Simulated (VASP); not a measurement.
Data:

```yaml
crystal:
  lattice:
    - [-1.63262, 1.63262, 1.63262]
    - [1.63262, -1.63262, 1.63262]
    - [1.63262, 1.63262, -1.63262]
  atoms:
    - { symbol: Nb, position: [0.00000, 0.00000, 0.00000] }
```

Calculation: PBE GGA with D3 dispersion (zero damping), VASP's PBE PAW potentials (set 64) (plane waves; VASP). Numerical set-up: 520 eV cut-off, Gaussian smearing of 0.050 eV, potentials Nb_sv.

### Question
Give the energies of bands 5 to 9 at the high-symmetry points, in eV from the Fermi level.

### Answer

| band | Γ | H | N | P |
|---|---|---|---|---|
| 5 | -5.99 | -3.91 | -3.85 | -1.10 |
| 6 | 0.37 | -3.91 | -1.75 | -1.10 |
| 7 | 0.37 | 5.85 | 2.47 | -1.10 |
| 8 | 0.37 | 5.85 | 3.44 | 4.30 |
| 9 | 3.39 | 5.85 | 4.16 | 4.30 |

It has no gap at this level: it comes out as a metal or semimetal.

The compound is Nb in the bcc structure. It was relaxed first.
